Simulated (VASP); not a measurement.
Input:

```
Ir2LaB2C
1.0
   -1.92501     1.92501     5.22723
    1.92501    -1.92501     5.22723
    1.92501     1.92501    -5.22723
La B Ir C
1 2 2 1
Cartesian
  0.00000   0.00000   0.00000
  0.00000   0.00000   3.71186
  0.00000   0.00000   6.74260
  0.00000   1.92501   2.61361
  1.92501   0.00000   2.61361
  0.00000   0.00000   5.22723
```

Calculation: PBEsol GGA, VASP's PBE PAW potentials (set 64) (plane waves; VASP). Run with 520 eV cut-off, Gaussian smearing of 0.050 eV, potentials La B Ir C.

### Question
Give the energies of bands 9 to 22 at the high-symmetry points, in eV from the Fermi level.

### Answer

```csv
band,Γ,X,P,N,M,S,R
9,-5.12,-5.48,-5.43,-5.13,-5.11,-5.24,-5.51
10,-4.86,-3.52,-3.66,-4.89,-4.99,-4.68,-3.77
11,-4.86,-3.42,-3.29,-3.95,-4.99,-4.28,-3.74
12,-2.55,-3.10,-3.29,-3.71,-3.08,-3.80,-3.12
13,-2.07,-3.10,-2.99,-2.81,-3.08,-3.24,-2.89
14,-2.07,-2.98,-2.99,-2.56,-2.50,-3.05,-2.88
15,-1.48,-2.88,-2.86,-2.51,-1.09,-2.10,-2.86
16,-0.56,-1.82,-1.84,-2.50,-1.01,-2.04,-2.02
17,-0.56,-0.95,-1.04,-2.19,0.01,-1.95,-1.28
18,-0.01,-0.94,-1.04,-1.82,0.01,-1.64,-0.84
19,-0.01,-0.34,-0.34,-1.34,0.47,-1.05,-0.40
20,0.00,-0.33,-0.33,-0.96,2.10,-0.83,0.11
21,0.47,0.33,1.46,2.32,2.10,1.94,0.36
22,2.17,2.66,1.46,3.08,2.34,2.98,2.61
```

It has no gap at this level: it comes out as a metal or semimetal.

The structure comes from a computed database's LaB2Ir2C entry (I4/mmm); how it stands against other phases isn't given here. It was relaxed first. The electron count is odd and the run is not spin-polarised, which forces a metal.
